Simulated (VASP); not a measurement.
Output of a VASP run:

OUTCAR:
```
 ion  position               nearest neighbor table
   1  0.156  0.844  0.919-   4 2.52   2 2.71   2 2.71   3 2.76   3 2.76   4 2.81   4 2.81
   2  0.344  0.656  0.419-   3 2.52   1 2.71   1 2.71   4 2.76   4 2.76   3 2.81   3 2.81
   3  0.656  0.344  0.581-   2 2.52   4 2.71   4 2.71   1 2.76   1 2.76   2 2.81   2 2.81
   4  0.844  0.156  0.081-   1 2.52   3 2.71   3 2.71   2 2.76   2 2.76   1 2.81   1 2.81
  LATTYP: Found a base centered orthorhombic cell.
 ALAT       =     4.5797090668
 B/A-ratio  =     1.6881113653
 C/A-ratio  =     0.9975162371
 Subroutine PRICEL returns:
 Original cell was already a primitive cell.
 Subroutine GETGRP returns: Found  8 space group operations
The static configuration has the point symmetry C_2h.
 The point group associated with its full space group is D_2h.
The dynamic configuration has the point symmetry C_2h.
 Subroutine INISYM returns: Found  8 space group operations
 Subroutine IBZKPT returns following result:
 Found     64 irreducible k-points:

 Following reciprocal coordinates:
            Coordinates               Weight
  0.000000  0.000000  0.000000      1.000000
  0.142857  0.000000  0.000000      4.000000
  0.285714 -0.000000  0.000000      4.000000
  0.428571 -0.000000  0.000000      4.000000
  0.142857  0.142857  0.000000      2.000000
  0.285714  0.142857  0.000000      4.000000
  0.428571  0.142857  0.000000      4.000000
 -0.428571  0.142857  0.000000      4.000000
 -0.285714  0.142857  0.000000      4.000000
 -0.142857  0.142857  0.000000      2.000000
  0.285714  0.285714  0.000000      2.000000
  0.428571  0.285714  0.000000      4.000000
 -0.428571  0.285714  0.000000      4.000000
 -0.285714  0.285714  0.000000      2.000000
  0.428571  0.428571  0.000000      2.000000
 -0.428571  0.428571  0.000000      2.000000
  0.000000  0.000000  0.166667      2.000000
  0.142857  0.000000  0.166667      8.000000
  0.285714 -0.000000  0.166667      8.000000
  0.428571 -0.000000  0.166667      8.000000
  0.142857  0.142857  0.166667      4.000000
  0.285714  0.142857  0.166667      8.000000
  0.428571  0.142857  0.166667      8.000000
 -0.428571  0.142857  0.166667      8.000000
 -0.285714  0.142857  0.166667      8.000000
 -0.142857  0.142857  0.166667      4.000000
  0.285714  0.285714  0.166667      4.000000
  0.428571  0.285714  0.166667      8.000000
 -0.428571  0.285714  0.166667      8.000000
 -0.285714  0.285714  0.166667      4.000000
  0.428571  0.428571  0.166667      4.000000
 -0.428571  0.428571  0.166667      4.000000
  0.000000  0.000000  0.333333      2.000000
  0.142857  0.000000  0.333333      8.000000
  0.285714 -0.000000  0.333333      8.000000
  0.428571 -0.000000  0.333333      8.000000
  0.142857  0.142857  0.333333      4.000000
  0.285714  0.142857  0.333333      8.000000
  0.428571  0.142857  0.333333      8.000000
 -0.428571  0.142857  0.333333      8.000000
   k-points           NKPTS =     64   k-points in BZ     NKDIM =     64   number of bands    NBANDS=     31
   number of dos      NEDOS =    301   number of ions     NIONS =      4
   total plane-waves  NPLWV =  27000
   dimension x,y,z NGX =    30 NGY =   30 NGZ =   30
   dimension x,y,z NGXF=    60 NGYF=   60 NGZF=   60
   ions per type =               4
   PREC   = accura    normal or accurate (medium, high low for compatibility)
   ISTART =      0    job   : 0-new  1-cont  2-samecut
   ICHARG =      2    charge: 1-file 2-atom 10-const
   ISPIN  =      1    spin polarized calculation?
   LNONCOLLINEAR =      F non collinear calculations
   LSORBIT =      F    spin-orbit coupling
   INIWAV =      1    electr: 0-lowe 1-rand  2-diag
   ENCUT  =  400.0 eV  29.40 Ry    5.42 a.u.   7.33  7.33  7.45*2*pi/ulx,y,z
   NELM   =    100;   NELMIN=  2; NELMDL= -5     # of ELM steps
   EDIFF  = 0.1E-05   stopping-criterion for ELM
   LREAL  =      F    real-space projection
   NLSPLINE    = F    spline interpolate recip. space projectors
   LMAXMIX     =    4 max onsite mixed and CHGCAR
...
```

OSZICAR:
```
...
DAV:   3    -0.116105510660E+02    0.66360E-02   -0.99085E-03  5239   0.128E+00    0.623E-02
DAV:   4    -0.116108869101E+02   -0.33584E-03   -0.41007E-03  4122   0.608E-01    0.343E-02
DAV:   5    -0.116108725346E+02    0.14375E-04   -0.30025E-04  5166   0.176E-01    0.200E-02
DAV:   6    -0.116108658236E+02    0.67110E-05   -0.50523E-05  4413   0.106E-01    0.394E-03
DAV:   7    -0.116108664915E+02   -0.66790E-06   -0.10080E-05  4556   0.352E-02    0.211E-03
DAV:   8    -0.116108663496E+02    0.14189E-06   -0.21338E-06  2307   0.193E-02
   2 F= -.11610866E+02 E0= -.11610736E+02  d E =-.296637E-02
       N       E                     dE             d eps       ncg     rms          rms(c)
DAV:   1    -0.116414440372E+02   -0.30578E-01   -0.66770E-01  4781   0.632E+00    0.107E+00
DAV:   2    -0.116219836979E+02    0.19460E-01   -0.54231E-02  4521   0.357E+00    0.617E-01
DAV:   3    -0.116115775088E+02    0.10406E-01   -0.15455E-02  5263   0.159E+00    0.775E-02
DAV:   4    -0.116121009603E+02   -0.52345E-03   -0.63825E-03  4115   0.755E-01    0.422E-02
DAV:   5    -0.116120782212E+02    0.22739E-04   -0.46095E-04  5116   0.218E-01    0.250E-02
DAV:   6    -0.116120682075E+02    0.10014E-04   -0.79251E-05  4301   0.133E-01    0.488E-03
DAV:   7    -0.116120693077E+02   -0.11002E-05   -0.15577E-05  4805   0.434E-02    0.258E-03
DAV:   8    -0.116120690738E+02    0.23394E-06   -0.32090E-06  2942   0.234E-02
   3 F= -.11612069E+02 E0= -.11611976E+02  d E =-.416910E-02
       N       E                     dE             d eps       ncg     rms          rms(c)
DAV:   1    -0.116348719939E+02   -0.22803E-01   -0.45633E-01  4739   0.486E+00    0.936E-01
DAV:   2    -0.116212828346E+02    0.13589E-01   -0.24973E-02  4234   0.269E+00    0.568E-01
DAV:   3    -0.116130200042E+02    0.82628E-02   -0.10618E-02  4674   0.167E+00    0.344E-02
DAV:   4    -0.116135213462E+02   -0.50134E-03   -0.53553E-03  4129   0.779E-01    0.321E-02
DAV:   5    -0.116135205579E+02    0.78833E-06   -0.21445E-04  6172   0.132E-01    0.178E-02
DAV:   6    -0.116135203916E+02    0.16630E-06   -0.81646E-06  3250   0.703E-02
   4 F= -.11613520E+02 E0= -.11613434E+02  d E =-.145132E-02
       N       E                     dE             d eps       ncg     rms          rms(c)
DAV:   1    -0.116140677262E+02   -0.54717E-03   -0.11154E-02  4777   0.763E-01    0.147E-01
DAV:   2    -0.116137367188E+02    0.33101E-03   -0.62969E-04  4220   0.439E-01    0.890E-02
DAV:   3    -0.116135345597E+02    0.20216E-03   -0.25847E-04  4764   0.264E-01    0.535E-03
DAV:   4    -0.116135468801E+02   -0.12320E-04   -0.13105E-04  4094   0.121E-01    0.509E-03
DAV:   5    -0.116135468232E+02    0.56889E-07   -0.50033E-06  4419   0.210E-02
   5 F= -.11613547E+02 E0= -.11613468E+02  d E =-.147775E-02
       N       E                     dE             d eps       ncg     rms          rms(c)
DAV:   1    -0.116201908969E+02   -0.66440E-02   -0.15788E-01  4889   0.364E+00    0.493E-01
DAV:   2    -0.116158644620E+02    0.43264E-02   -0.17210E-02  4612   0.190E+00    0.256E-01
DAV:   3    -0.116140765743E+02    0.17879E-02   -0.30047E-03  5900   0.598E-01    0.540E-02
DAV:   4    -0.116140679296E+02    0.86448E-05   -0.89845E-04  4038   0.265E-01    0.184E-02
DAV:   5    -0.116140589881E+02    0.89415E-05   -0.56117E-05  5104   0.617E-02    0.470E-03
DAV:   6    -0.116140590299E+02   -0.41871E-07   -0.56610E-06  3703   0.191E-02
   6 F= -.11614059E+02 E0= -.11613970E+02  d E =-.512207E-03
```

OUTCAR:
```
------------------------ aborting loop because EDIFF is reached ----------------------------------------
  FORCE on cell =-STRESS in cart. coord.  units (eV):
  Direction    XX          YY          ZZ          XY          YZ          ZX
  --------------------------------------------------------------------------------------
  Total       -0.0123232     -0.0129111     -0.0074720      0.0000000     -0.0000000      0.0000000
  in kB       -0.2450260     -0.2567154     -0.1485680      0.0000000     -0.0000000      0.0000000
  external PRESSURE =      -0.2167698 kB  Pullay stress =       0.0000000 kB
  volume of cell :       80.58
      direct lattice vectors                 reciprocal lattice vectors
     2.252803151 -3.873543489 -0.000000000     0.221945712 -0.129080776 -0.000000000
     2.252803151  3.873543489  0.000000000     0.221945712  0.129080776  0.000000000
     0.000000000 -0.000000000  4.616992413     0.000000000 -0.000000000  0.216591216
 POSITION                                       TOTAL-FORCE (eV/Angst)
 -----------------------------------------------------------------------------------
      2.25280      2.66731      4.23932         0.000000     -0.001033     -0.006303
      2.25280      1.20624      1.93083         0.000000      0.001033     -0.006303
      2.25280     -1.20624      2.68617         0.000000     -0.001033      0.006303
      2.25280     -2.66731      0.37767         0.000000      0.001033      0.006303
 -----------------------------------------------------------------------------------
    total drift:                                0.000000     -0.000000      0.000000
  FREE ENERGIE OF THE ION-ELECTRON SYSTEM (eV)
  ---------------------------------------------------
  free  energy   TOTEN  =       -11.6140590299 eV

  energy  without entropy=      -11.6137905679  energy(sigma->0) =      -11.61396954

 reached required accuracy - stopping structural energy minimisation
```
(Selected blocks of OUTCAR.)

**POSCAR**
```
Ga
1
    2.2898545334    -3.8655294627    -0.0000000000
    2.2898545334     3.8655294627     0.0000000000
    0.0000000000    -0.0000000000     4.5683341555
Ga
4
Direct
  0.1555918262   0.8444081738   0.9189578079
  0.3444081738   0.6555918262   0.4189578079
  0.6555918262   0.3444081738   0.5810421921
  0.8444081738   0.1555918262   0.0810421921
```

**Question.** Reconstruct the remaining input files.

**Answer.** This is not unique; one that fits is the input of the run itself, PBE GGA, plane waves, VASP's PBE PAW potentials (set 64).

**KPOINTS**
```
kpoints
0
G
7 7 6
```

### INCAR
```
SYSTEM=Ga
PREC=Accurate; ENCUT=400; LREAL=.FALSE.
LASPH=.TRUE.
EDIFF=1E-6; NELM=100; ALGO=Normal
LMAXMIX=4
ISMEAR=1; SIGMA=0.1
GGA=PE
IBRION=2; NSW=60; ISIF=3
EDIFFG=-0.02
LWAVE=.FALSE.; LCHARG=.FALSE.
```

POTCAR, in this order: Ga_d (PBE.64 set). Program: vasp_std.

The compound is Ga in the alpha structure. This run relaxes it. Symmetry was kept, so distortions that lower it aren't found. The start is the result of an earlier pass.
